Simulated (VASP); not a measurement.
Energy against volume of TiO$_{2}$ (rutile). Computed with optB86b-vdW, VASP's PBE PAW potentials (set 64) (plane waves; VASP). Settings: 520 eV cut-off, 5×5×8 Γ-centred mesh, Gaussian smearing of 0.050 eV, potentials Ti_sv O.

Shape and ions are relaxed at each volume.

```
V (Å³/atom)  E (eV/atom)
-----------  -----------
10.176          -7.04275
10.491          -7.05041
10.805          -7.04514
11.120          -7.02920
```

**Question.** Fit these four points and predict the energy of the run at 9.861 Å³/atom.

**Answer.** A cubic in V^(−2/3), the third-order Birch-Murnaghan form, passes through the four points with V0 = 10.51 Å³/atom and B0 = 217 GPa, and gives -7.0194 eV/atom there. The run gave -7.0196 eV/atom, -0.2 meV/atom from the fit; all five points give B0 = 216 GPa.

The compound is TiO2 in the rutile structure. It was relaxed first.
